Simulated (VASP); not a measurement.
VASP ran on this input.

### KPOINTS
```
Automatic mesh
0
Gamma
15 15 8
```

**INCAR**
```
ALGO = Normal
EDIFF = 1E-6
EDIFFG = -0.02
ENCUT = 500
IBRION = 2
ISIF = 3
ISMEAR = 1
LASPH = .TRUE.
LCHARG = .FALSE.
LMAXMIX = 4
LREAL = .FALSE.
LWAVE = .FALSE.
NELM = 100
NSW = 40
PREC = Accurate
SIGMA = 0.1
SYSTEM = Ti
```

### POSCAR
```
Ti
1
    1.4248852314    -2.4679736686     0.0000000000
    1.4248852314     2.4679736686    -0.0000000000
   -0.0000000000    -0.0000000000     4.5444523290
Ti
2
Direct
  0.3333330000   0.6666670000   0.2500000000
  0.6666670000   0.3333330000   0.7500000000
```

POTCAR, in this order: Ti_sv (LDA.64 set). Program: vasp_std.

Write an equivalent input for Quantum ESPRESSO's pw.x.

One equivalent input (not run):
```
&CONTROL
  calculation = 'vc-relax'
  pseudo_dir = './pseudo'
  outdir = './out'
  tprnfor = .true.
  tstress = .true.
  nstep = 40
  forc_conv_thr = 0.00078
/
&SYSTEM
  ibrav = 0
  nat = 2
  ntyp = 1
  ecutwfc = 84
  occupations = 'smearing'
  smearing = 'methfessel-paxton'
  degauss = 0.00735
  input_dft = 'pz'
/
&ELECTRONS
  conv_thr = 7.3e-08
  electron_maxstep = 100
/
&IONS
/
&CELL
/
ATOMIC_SPECIES
  Ti 47.867 Ti.upf
CELL_PARAMETERS angstrom
     1.4248852   -2.4679737    0.0000000
     1.4248852    2.4679737   -0.0000000
    -0.0000000   -0.0000000    4.5444523
ATOMIC_POSITIONS crystal
  Ti   0.3333330  0.6666670  0.2500000
  Ti   0.6666670  0.3333330  0.7500000
K_POINTS automatic
  15 15 8 0 0 0
```
What does not carry over: the potentials are each code's own (VASP's PAW set, PseudoDojo norm-conserving files in pw.x), so ENCUT and ecutwfc are chosen apart and not converted; conv_thr bounds pw.x's estimated SCF error, while EDIFF bounds the energy change between steps; forc_conv_thr acts on force components and is met together with etot_conv_thr.

The compound is Ti in the hcp structure. This run relaxes it. Symmetry was kept, so distortions that lower it aren't found.
